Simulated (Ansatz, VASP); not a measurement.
## Cross-check of SiW2C2Cl2O2 (Cl-SiC-Cl chair under W2CO2 MXene, AA') between VASP and Ansatz

Wanted: the spread between two codes on one cell, functional and k mesh. The structure shown is the start of the Ansatz relaxation below; VASP solves that cell, so the two are compared at the walk's first step.

Main program and level: Ansatz 0.2.0; plane waves, with VASP 6.6.1 beside it; single point at PBE with D3(BJ).

## 1. Starting point

The cell holds 9 atoms: 2 Cl, 2 C, 1 Si, 2 O and 2 W. Its edges and angles: a = 3.105 Å, b = 3.105 Å, c = 55.418 Å, α = 90.0°, β = 90.0°, γ = 120.0°. Vacuum lies along c.

## 2. Ansatz: relaxation, PBE with D3(BJ)

Ansatz runs on its default PAW (the set named soft_2) files.

The two programs are compared at the cell with which this relaxation starts, whose forces are those of its first step.

input.yaml reads:

```yaml
crystal:
  lattice:
    - [3.105454, 0.0, 0.0]
    - [-1.552727, 2.6894020543, 0.0]
    - [0.0, 0.0, 55.4177249137]
  atoms:
    - { symbol: Cl, position: [0.6666666667, 0.3333333333, 0.389766993] }
    - { symbol: C, position: [0.6666666667, 0.3333333333, 0.4218866804] }
    - { symbol: Si, position: [0.3333333333, 0.6666666667, 0.4331345859] }
    - { symbol: Cl, position: [0.3333333333, 0.6666666667, 0.4715699422] }
    - { symbol: O, position: [0.0, 0.0, 0.5257042467] }
    - { symbol: W, position: [0.6666666667, 0.3333333333, 0.5457157695] }
    - { symbol: C, position: [0.3333333333, 0.6666666667, 0.5679686269] }
    - { symbol: W, position: [0.0, 0.0, 0.5902214843] }
    - { symbol: O, position: [0.6666666667, 0.3333333333, 0.610233007] }
  periodic: [true, true, false]
kpoints:
  mp_grid: { grid: [12, 12, 1] }
hamiltonian:
  xc: pbe
  dispersion: d3bj
scf:
  occupations: { method: fermi_dirac, width: 0.05 }
  convergence: { dr2_threshold: 1.0e-09 }
relax:
  f_tol: 0.004
  max_steps: 90
  cell: {}
output:
  write_potential: true
  write_density: true
  volumetric_format: npy
```

On the command line:

```bash
$ ansatz run input.yaml --threads 4 --pin off --max-ram 6144MiB --backend cpu --events-out ev --progress --plain --runs-dir out
```

Numbers of over 12 decimals in the logs are rounded to 6 here.

Log:

```text
Warning: relax.cell: scf.convergence.dr2_threshold = 1e-9 eV is looser than the 1.82323789454e-10 eV advised for a relaxation that steers and ends on the stress (1e-10 eV for each atom of the cell: 9, times the square of relax.cell.stress_2d_tol = 0.05 N/m over 22.2 Å (the atoms' height at the walk's start and 5 Å past either face), 2.250e-2 GPa, over a crystal's default 0.05). What an SCF threshold leaves in a stress goes as its square root, and in the free energy as the threshold itself, and one threshold admits the most on a small cell: [figures from the program's tests cut] Set scf.convergence.dr2_threshold to 1.82323789454e-10 eV or tighter. [rest of the remark cut]
Engine: ansatz 0.2.0, aarch64-unknown-linux-gnu
Pseudopotentials: kind: paw
Pseudopotential: Cl, paw, valence charge 7, recommended cutoff 420 eV (normal), Cl.paw.azcp
Pseudopotential: C, paw, valence charge 4, recommended cutoff 420 eV (normal), C.paw.azcp
Pseudopotential: Si, paw, valence charge 4, recommended cutoff 420 eV (normal), Si.paw.azcp
Pseudopotential: O, paw, valence charge 6, recommended cutoff 420 eV (normal), O.paw.azcp
Pseudopotential: W, paw, valence charge 14, recommended cutoff 420 eV (normal), W.paw.azcp
Functional definition: PBE
  parameter kappa = 0.804
  parameter beta = 0.066725
  exchange = pbe_x(kappa = kappa, mu = beta*pi^2/3)
  correlation = pbe_c(beta = beta)
Crystal: 9 atoms, lattice volume = 462.839 Å³
Basis set: ecut = 420 eV, 8981 PW (Γ), exchange–correlation on 48×48×750 points (8 copies of the dense FFT grid, shifted against one another)
Bands: 42, of which v1, the nominal top of the filled ones, is band 33 counted from 1 (32 counted from 0)
Symmetry: 6 space group operations
Space group: P3m1 (ITA 156), of the structure as read, at distance tolerance 7.7e-5 Å
k-points: 19 of 144 (time reversal used)
Non-local potential: Cl, projectors of the file, l = 0: 2, l = 1: 2, l = 2: 2
Non-local potential: C, projectors of the file, l = 0: 2, l = 1: 2, l = 2: 1
Non-local potential: Si, projectors of the file, l = 0: 2, l = 1: 2, l = 2: 2
Non-local potential: O, projectors of the file, l = 0: 2, l = 1: 2, l = 2: 1
Non-local potential: W, projectors of the file, l = 0: 3, l = 1: 2, l = 2: 2, l = 3: 1
PAW form: soft (Blöchl's): semilocal exchange-correlation on the pseudo side does not see the compensation charge
PAW one-centre angular grid: Cl, 110 points (default); XC on 64 Gauss nodes
PAW one-centre angular grid: C, 110 points (default); XC on 64 Gauss nodes
PAW one-centre angular grid: Si, 110 points (default); XC on 64 Gauss nodes
PAW one-centre angular grid: O, 110 points (default); XC on 64 Gauss nodes
PAW one-centre angular grid: W, 590 points (default); XC on 64 Gauss nodes
Initial density: superposition of atomic densities (neutral atoms: chi_scale 0, normalization atom), corrected by the library's trained network
Initial wavefunctions: pseudopotential atomic-orbital guess
Functional: x = pbe(κ = 0.804, μ = 0.219515), c = pbe(β = 0.066725)
SCF iter   1: F=—  HF=-25202.961414 eV  |F-HF|=—  |Δ(HF+E_count)|=         —  Δρ=3.88e-3  dr2=2.15e-1  ethr=1.77e-3  ⟨swp⟩=16.3  Hψ=6324  notcnv=0  defer=6
preconditioner: auto → LDOS  [metal: Δε(μ)=0.017 eV  Ē_g=10.020 eV  σ=0.050 eV  W_gap=0.08  n_scr=34 (ndim 8)  ℏωp=12.2 eV  f_vac=0.723  D(μ)=3.71/eV (n_scr^D=20)  β→1.0]
SCF iter   2: F=—  HF=-25208.718498 eV  |F-HF|=—  |Δ(HF+E_count)|=    5.76e0  Δρ=5.33e-2  dr2=7.03e2  ethr=3.25e-4  ⟨swp⟩=8.1  Hψ=2641  notcnv=0  defer=28  recentre
SCF iter   3: F=—  HF=-25202.954013 eV  |F-HF|=—  |Δ(HF+E_count)|=    5.76e0  Δρ=3.11e-3  dr2=1.55e-1  ethr=3.25e-4  ⟨swp⟩=5.5  Hψ=2097  notcnv=0  defer=22
SCF iter   4: F=—  HF=-25202.946921 eV  |F-HF|=—  |Δ(HF+E_count)|=   7.09e-3  Δρ=2.44e-3  dr2=1.13e-1  ethr=2.35e-4  ⟨swp⟩=2.5  Hψ=1113  notcnv=0  defer=21
SCF iter   5: F=—  HF=-25202.939492 eV  |F-HF|=—  |Δ(HF+E_count)|=   7.43e-3  Δρ=9.63e-4  dr2=6.06e-2  ethr=1.72e-4  ⟨swp⟩=3.1  Hψ=1278  notcnv=0  defer=23
SCF iter   6: F=—  HF=-25202.939464 eV  |F-HF|=—  |Δ(HF+E_count)|=   2.83e-5  Δρ=5.60e-4  dr2=4.81e-2  ethr=9.18e-5  ⟨swp⟩=2.9  Hψ=1154  notcnv=0  defer=23
SCF iter   7: F=—  HF=-25202.938243 eV  |F-HF|=—  |Δ(HF+E_count)|=   1.22e-3  Δρ=4.79e-4  dr2=4.12e-2  ethr=7.29e-5  ⟨swp⟩=1.8  Hψ=963  notcnv=0  defer=23
SCF iter   8: F=—  HF=-25202.937090 eV  |F-HF|=—  |Δ(HF+E_count)|=   1.15e-3  Δρ=4.05e-4  dr2=3.57e-2  ethr=6.25e-5  ⟨swp⟩=2.0  Hψ=931  notcnv=0  defer=23
[...]
iter 1 solved again at ethr=3.34e-7 eV; its pass at ethr=3.10e-3 eV (dr2=2.20e-4 eV) is discarded
SCF iter   1: F=—  HF=-25203.541811 eV  |F-HF|=—  |Δ(HF+E_count)|=         —  Δρ=2.27e-6  dr2=9.46e-9  ethr=3.34e-7  ⟨swp⟩=6.8  Hψ=10824  notcnv=0
eigensolver tolerance schedule: the retry pair's looser diagonalisation over-reported the residual by 23292.03 of it (diagonalisation noise at an unbounded share of the residual, at the tolerance the schedule requests for it); recorded, not acted on — ethr = c·dr2/N_el stays at c = 1.0e-1
SCF iter   2: F=—  HF=-25203.541614 eV  |F-HF|=—  |Δ(HF+E_count)|=   1.97e-4  Δρ=2.21e-6  dr2=2.26e-8  ethr=1.43e-11  ⟨swp⟩=8.5  Hψ=4435  notcnv=0
SCF iter   3: F=—  HF=-25203.541614 eV  |F-HF|=—  |Δ(HF+E_count)|=   4.57e-9  Δρ=9.90e-7  dr2=2.69e-9  ethr=1.43e-11  ⟨swp⟩=3.8  Hψ=1520  notcnv=0
SCF iter   4: F=—  HF=-25203.541614 eV  |F-HF|=—  |Δ(HF+E_count)|=  2.11e-10  Δρ=6.27e-7  dr2=1.39e-9  ethr=4.07e-12  ⟨swp⟩=3.2  Hψ=1535  notcnv=0
SCF iter   5: F=-25203.541614 eV  HF=-25203.541614 eV  |F-HF|=1.09e-10  |Δ(HF+E_count)|=  1.82e-11  Δρ=1.48e-7  dr2=1.02e-10  ethr=1.52e-12  ⟨swp⟩=20.5  Hψ=7920  notcnv=0
SCF 12 converged in 5 iterations: F = -25203.541614 eV  dr2 = 1.02e-10
relax step  12: F+E_penalty+E_count = -25203.54161378 eV  Δ(F+E_penalty+E_count) = -1.195e-4 eV  max|allowed force component| = 2.701e-3 eV/Å  Δτ_max = 0.0000 Å  P = +0.032 N/m  Ω = 475.173 Å³  fix = [c, alpha, beta]  reactions: c +0.000 N/m  stress off target by 3.20e-2 N/m on what of the cell is left free  SCF on the basis re-selected at this cell (its energy is not comparable with the rows above)  (5 SCF iters)
basis re-selected at this cell: Δ(F+E_penalty+E_count) = -1.195e-4 eV, ΔP = +0.001 N/m vs the last step (what re-selecting the basis moved, of the pressure what is left beyond the Pulay correction that the steps carried, after the strain that the cell walked since its last selection, with what the two solves' SCF thresholds leave and, on support functions, any second-order correction that the steps lacked; it is no m [...]
WARN: The output density's exchange-correlation potential varies sharply where the density is thin. Do not read a vacuum level from v_tot or v_xc, or from such a field of the output density. On a cell that repeats whose density bears no net charge and no dipole along the vacuum's axis use v_es (v_loc + v_h of the components); under efield.dipole_correction with no amplitude use v_es + v_field, which holds any externa [...]
SCF converged after 5 iterations
Free energy (F): -25203.541614 eV
Harris-Foulkes:  -25203.541614 eV  (|F-HF|=1.09e-10)
Internal energy: -25203.527189 eV  (E = F + TS)
E sigma→0 (E₀):  -25203.534401 eV
Entropy (-TS):   -0.014425 eV (-1.603 meV/atom)
Fermi energy:    -5.463539 eV
--- Per-component energies (eV) ---
  E_band       = -1506.447172
  E_kinetic    = 1798.369495
  E_local      = -444166.936587  (includes V_loc(G=0)·N_el)
  E_nonlocal   = 230.914439
  E_hartree    = 221019.012349
  E_xc         = -1048.736534
  E_vxc        = -1078.158469  (∫ρ·V_xc dr)
  E_paw        = -19468.988944  (= ΣΔE_a)
  E_vpaw       = -328.664604  (= ΣTr[D̂ρ^β])
  E_aug_tail   = 0.004921  (compensation charges beyond the density's cutoff)
  E_ewald      = 216434.994167
  E_disp       = -2.160495  (pairwise vdW)
  E_smearing   = -0.014425  (= −TS)
  E_closure    = -0.000000  (closes the sum)
  Σ components = -25203.541614   (vs F -25203.541614, Δ=0.00e0)
--- Forces (eV/Å), atoms counted from 1 ---
  atom   1  Cl     0.00000000     0.00000000    -0.00193357
  atom   2  C      0.00000000    -0.00000000     0.00030520
  atom   3  Si     0.00000000     0.00000000     0.00270066
  atom   4  Cl     0.00000000    -0.00000000    -0.00111505
  atom   5  O     -0.00000000     0.00000000     0.00182482
  atom   6  W      0.00000000    -0.00000000    -0.00178104
  atom   7  C     -0.00000000     0.00000000    -0.00069423
  atom   8  W     -0.00000000     0.00000000     0.00238670
  atom   9  O      0.00000000    -0.00000000    -0.00169823
  max |Σ_I F_I| component: 4.75e-6 eV/Å
--- 2D stress c σ (N/m, compression-positive) ---
        0.032044       0.000000      -0.000000
        0.000000       0.032044      -0.000000
       -0.000000      -0.000000       0.000000
  P = ½ c Tr σ = 0.0320 N/m
--- Band table (eV; the first three rows and the last of 19) ---
  k-point 0: bands = [... 29 lower, -6.6408, -6.6408, -6.0945, -5.5023, -5.5023, -4.6264, -4.6264, -3.9946, ... 5 higher]
  k-point 1: bands = [... 29 lower, -6.9794, -6.7084, -6.0244, -5.8506, -5.5739, -4.5222, -4.5205, -3.8559, ... 5 higher]
  k-point 2: bands = [... 29 lower, -6.8898, -6.7063, -6.6984, -5.7594, -5.6526, -4.3491, -4.1664, -3.4316, ... 5 higher]
  k-point 18: bands = [... 29 lower, -8.4479, -8.4028, -6.1394, -6.0763, -6.0750, -3.5852, -3.5689, -2.7897, ... 5 higher]
  the weakly bound empty levels are not read free of the cell's end (no_gap_told)
--- Relaxed structure (10 steps of the walk, 9 accepted, 2 SCFs on fresh bases) ---
  F+E_penalty+E_count = -25203.54161378 eV   max|allowed force component| = 2.701e-3 eV/Å   (the final SCF, on the basis selected at the relaxed cell)
  cell:  # Å, volume = 475.1729 Å³
    - [3.146561, 0.0, 0]
    - [-1.573281, 2.725002, 0]
    - [0, 0, 55.4177249137]
  atoms:
    - { symbol: Cl, position: [0.666667, 0.333333, 0.394167] }
    - { symbol: C, position: [0.666667, 0.333333, 0.427008] }
    - { symbol: Si, position: [0.333333, 0.666667, 0.437366] }
    - { symbol: Cl, position: [0.333333, 0.666667, 0.473998] }
    - { symbol: O, position: [-1.6219307559185676e-17, -1.850371707681665e-17, 0.524845] }
    - { symbol: W, position: [0.666667, 0.333333, 0.545065] }
    - { symbol: C, position: [0.333333, 0.666667, 0.564726] }
    - { symbol: W, position: [-1.6219307559185657e-17, -1.8503717076816613e-17, 0.584432] }
    - { symbol: O, position: [0.666667, 0.333333, 0.604595] }
```

[end of part 1 of 2]

[Lines on the potential files, build, host, timing and source positions are cut from VASP's logs without a mark.]

[Logs are printed without paths, hosts, clocks, repeated set-up lines and the standing remarks that a program may print on its own settings, such as how far it seeks lower states.]

[Hosts, paths, dates, database ids (printed as entryN), source tags and the programs' standing remarks are cut or masked in the printed files.]
